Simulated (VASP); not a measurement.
OSZICAR of a VASP run on Lu (hcp):

**OSZICAR**
```
       N       E                     dE             d eps       ncg     rms          rms(c)
DAV:   1     0.443278374778E+02    0.44328E+02   -0.87856E+03  2912   0.150E+03
DAV:   2    -0.731089368796E+01   -0.51639E+02   -0.49907E+02  2865   0.727E+02
DAV:   3    -0.961994127380E+01   -0.23090E+01   -0.22161E+01  2988   0.636E+01
DAV:   4    -0.973640368086E+01   -0.11646E+00   -0.11022E+00  3089   0.103E+01
DAV:   5    -0.974009893488E+01   -0.36953E-02   -0.36912E-02  2892   0.174E+00    0.250E+01
DAV:   6    -0.971736467297E+01    0.22734E-01   -0.38859E-02  2784   0.425E+00    0.148E+01
DAV:   7    -0.971877553156E+01   -0.14109E-02   -0.71352E-02  2705   0.572E+00    0.364E-01
DAV:   8    -0.971849401964E+01    0.28151E-03   -0.47997E-03  2764   0.109E+00    0.876E-02
DAV:   9    -0.971849567143E+01   -0.16518E-05   -0.21496E-04  2856   0.234E-01    0.290E-02
DAV:  10    -0.971849211758E+01    0.35539E-05   -0.20235E-05  2864   0.709E-02    0.311E-02
DAV:  11    -0.971849223052E+01   -0.11294E-06   -0.61301E-07  1577   0.178E-02
   1 F= -.97184922E+01 E0= -.97195448E+01  d E =-.971849E+01
       N       E                     dE             d eps       ncg     rms          rms(c)
DAV:   1    -0.100125895946E+02   -0.29410E+00   -0.92811E+00  1808   0.932E+01    0.365E+00
DAV:   2    -0.985125678810E+01    0.16133E+00   -0.70099E-01  2551   0.143E+01    0.163E+00
DAV:   3    -0.974839621375E+01    0.10286E+00   -0.17188E-01  2516   0.947E+00    0.588E-01
DAV:   4    -0.974717803384E+01    0.12182E-02   -0.15415E-02  2651   0.212E+00    0.407E-01
DAV:   5    -0.974732631363E+01   -0.14828E-03   -0.14617E-03  2811   0.755E-01    0.321E-02
DAV:   6    -0.974730330413E+01    0.23010E-04   -0.10940E-04  2799   0.211E-01    0.140E-02
DAV:   7    -0.974729651972E+01    0.67844E-05   -0.10384E-05  2693   0.452E-02    0.246E-03
DAV:   8    -0.974729629030E+01    0.22942E-06   -0.32335E-07  1242   0.170E-02
   2 F= -.97472963E+01 E0= -.97480739E+01  d E =-.288041E-01
       N       E                     dE             d eps       ncg     rms          rms(c)
DAV:   1    -0.975524858236E+01   -0.79521E-02   -0.22868E-01  1818   0.145E+01    0.600E-01
DAV:   2    -0.975116050768E+01    0.40881E-02   -0.17972E-02  2477   0.219E+00    0.260E-01
DAV:   3    -0.974855956962E+01    0.26009E-02   -0.41702E-03  2534   0.149E+00    0.886E-02
DAV:   4    -0.974848834924E+01    0.71220E-04   -0.46227E-04  2656   0.400E-01    0.606E-02
DAV:   5    -0.974849219049E+01   -0.38412E-05   -0.38900E-05  2845   0.117E-01    0.588E-03
DAV:   6    -0.974849143121E+01    0.75928E-06   -0.23608E-06  1798   0.375E-02
   3 F= -.97484914E+01 E0= -.97493985E+01  d E =-.299992E-01
       N       E                     dE             d eps       ncg     rms          rms(c)
DAV:   1    -0.974856104870E+01   -0.68858E-04   -0.24904E-03  1858   0.153E+00    0.637E-02
DAV:   2    -0.974851558503E+01    0.45464E-04   -0.19077E-04  2415   0.224E-01    0.275E-02
DAV:   3    -0.974848708255E+01    0.28502E-04   -0.46124E-05  2541   0.157E-01    0.919E-03
DAV:   4    -0.974848620127E+01    0.88128E-06   -0.48539E-06  2366   0.414E-02
   4 F= -.97484862E+01 E0= -.97494057E+01  d E =-.299940E-01
       N       E                     dE             d eps       ncg     rms          rms(c)
DAV:   1    -0.975035149597E+01   -0.18644E-02   -0.59257E-02  2511   0.370E+00    0.207E-01
DAV:   2    -0.974948459806E+01    0.86690E-03   -0.19182E-03  2778   0.718E-01    0.106E-01
DAV:   3    -0.974904650312E+01    0.43809E-03   -0.49391E-04  3195   0.330E-01    0.520E-02
DAV:   4    -0.974904052834E+01    0.59748E-05   -0.65748E-05  2848   0.820E-02    0.257E-02
DAV:   5    -0.974903957892E+01    0.94942E-06   -0.10926E-06  1227   0.322E-02
   5 F= -.97490396E+01 E0= -.97498160E+01  d E =-.553378E-03
       N       E                     dE             d eps       ncg     rms          rms(c)
DAV:   1    -0.974940542127E+01   -0.36489E-03   -0.13978E-02  2511   0.180E+00    0.997E-02
DAV:   2    -0.974920523234E+01    0.20019E-03   -0.45280E-04  2778   0.357E-01    0.524E-02
DAV:   3    -0.974910406362E+01    0.10117E-03   -0.11438E-04  3179   0.159E-01    0.265E-02
DAV:   4    -0.974910247952E+01    0.15841E-05   -0.14931E-05  2533   0.403E-02    0.128E-02
DAV:   5    -0.974910220861E+01    0.27092E-06   -0.93867E-07  1293   0.170E-02
   6 F= -.97491022E+01 E0= -.97498046E+01  d E =-.616007E-03
       N       E                     dE             d eps       ncg     rms          rms(c)
DAV:   1    -0.974910341292E+01   -0.93340E-06   -0.52889E-05  2531   0.113E-01    0.618E-03
DAV:   2    -0.974910249149E+01    0.92143E-06   -0.95001E-07  1042   0.218E-02
   7 F= -.97491025E+01 E0= -.97498088E+01  d E =-.616290E-03
       N       E                     dE             d eps       ncg     rms          rms(c)
DAV:   1    -0.974915241511E+01   -0.49002E-04   -0.30284E-03  2516   0.842E-01    0.462E-02
DAV:   2    -0.974910753622E+01    0.44879E-04   -0.99802E-05  2796   0.168E-01    0.251E-02
DAV:   3    -0.974908556426E+01    0.21972E-04   -0.24396E-05  3065   0.742E-02    0.128E-02
DAV:   4    -0.974908533724E+01    0.22702E-06   -0.31982E-06  1476   0.208E-02
   8 F= -.97490853E+01 E0= -.97498268E+01  d E =-.599136E-03
       N       E                     dE             d eps       ncg     rms          rms(c)
DAV:   1    -0.974913804686E+01   -0.52483E-04   -0.16927E-03  2516   0.625E-01    0.345E-02
DAV:   2    -0.974911363956E+01    0.24407E-04   -0.56028E-05  2783   0.125E-01    0.184E-02
DAV:   3    -0.974910086613E+01    0.12773E-04   -0.13308E-05  2879   0.560E-02    0.919E-03
DAV:   4    -0.974910055154E+01    0.31459E-06   -0.14320E-06   940   0.179E-02
   9 F= -.97491006E+01 E0= -.97498166E+01  d E =-.614350E-03
       N       E                     dE             d eps       ncg     rms          rms(c)
DAV:   1    -0.974910272050E+01   -0.18544E-05   -0.53191E-05  2531   0.116E-01    0.623E-03
DAV:   2    -0.974910198493E+01    0.73557E-06   -0.84543E-07   887   0.216E-02
  10 F= -.97491020E+01 E0= -.97498139E+01  d E =-.615784E-03
       N       E                     dE             d eps       ncg     rms          rms(c)
DAV:   1    -0.974923655566E+01   -0.13384E-03   -0.41543E-03  1853   0.193E+00    0.796E-02
DAV:   2    -0.974916410734E+01    0.72448E-04   -0.31150E-04  2440   0.288E-01    0.348E-02
DAV:   3    -0.974911847157E+01    0.45636E-04   -0.71077E-05  2501   0.197E-01    0.125E-02
DAV:   4    -0.974911725829E+01    0.12133E-05   -0.86492E-06  2512   0.551E-02    0.833E-03
DAV:   5    -0.974911769190E+01   -0.43360E-06   -0.30955E-07   905   0.163E-02
  11 F= -.97491177E+01 E0= -.97498079E+01  d E =-.157070E-04
```

### Question
Which electronic solver shows in the log?

### Answer
It is blocked Davidson (ALGO = Normal, or the opening steps of other solvers). The INCAR had ALGO = Normal.

### Question
Can the final energy be trusted as converged?

### Answer
Self-consistency was reached. It stopped with EDIFF = 1E-6, NELM = 100, NSW = 60 and EDIFFG = -0.01 after 11 ionic steps (PBEsol GGA, plane waves, VASP's PBE PAW potentials (set 64)). Energy and stress use the plane-wave basis of the starting cell.

The compound is Lu in the hcp structure. This run relaxes it. Symmetry was kept, so distortions that lower it aren't found.
